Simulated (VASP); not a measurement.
Mg (hcp) relaxed at rising pressure, in one space group throughout; other phases were not tried. The pressures are those reached. Computed with LDA (Ceperley-Alder, Perdew-Zunger), VASP's LDA PAW potentials (set 64) (plane waves; VASP 6.6.1).

```json
[
 {"P (GPa)": "-0.03", "V (Å³/atom)": "21.447", "k-mesh": "13×13×7"},
 {"P (GPa)": "4.99", "V (Å³/atom)": "19.397", "k-mesh": "14×14×8"},
 {"P (GPa)": "10.01", "V (Å³/atom)": "18.031", "k-mesh": "14×14×8"},
 {"P (GPa)": "20.05", "V (Å³/atom)": "16.196", "k-mesh": "15×15×8"},
 {"P (GPa)": "29.88", "V (Å³/atom)": "14.985", "k-mesh": "15×15×8"}
]
```

A change of mesh leaves a small step in the series.

Fit an equation of state and predict the volume at 44.95 GPa.

Least squares on the third-order Birch-Murnaghan form, P = (3B0/2)(y⁷ − y⁵)[1 + (3/4)(B′ − 4)(y² − 1)] with y = (V0/V)^(1/3), gives V0 = 21.430 Å³/atom, B0 = 41 GPa and B′ = 3.9, and so 13.677 Å³/atom. The run gave 13.674 Å³/atom, -0.0 % from the fit.

Pressures at which the relaxation failed are left out.

The compound is Mg in the hcp structure.
